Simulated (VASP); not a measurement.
Fe (bcc): computed properties

The numbers are results of PBEsol GGA, VASP's PBE PAW potentials (set 64) (plane waves; VASP), not measurements.

For Fe, the space group comes out as Im-3m (229) and the cell is a = b = c = 2.783 Å, α = β = γ = 90.00°. The volume per atom is 10.78 Å^3/atom, the band gap (over mesh and band path) is none (metal, semimetal or under 0.01 eV) and the cell moment is 2.11 μB. The Hill bulk modulus is 224 GPa, the Hill shear modulus is 106 GPa and the Poisson's ratio is 0.296. The density comes out as 8.60 g/cm³. The C11 is 341 GPa. The C12 comes out as 166 GPa. The C44 comes out as 121 GPa.

```
CELL_PARAMETERS angstrom
     -1.39150     1.39150     1.39150
      1.39150    -1.39150     1.39150
      1.39150     1.39150    -1.39150
ATOMIC_POSITIONS crystal
  Fe 0.00000 0.00000 0.00000
```
Starting moments (μB, in the order of the record's atoms Fe): 2.1.

Measured: a 2.853 Å at 0 K (computed value off by -2.5 %), as given by Daniel Mejia-Rodriguez et al., Physical Review B (2018), arXiv:1807.09216 [static lattice: zero-point anharmonic expansion removed]. Finite-difference elastic constants of metals are sensitive to mesh and smearing; shear constants can be off by tens of GPa.

The compound is Fe in the bcc structure. It was relaxed first, which changed the volume by -9 %. Symmetry was kept, so distortions that lower it aren't found.
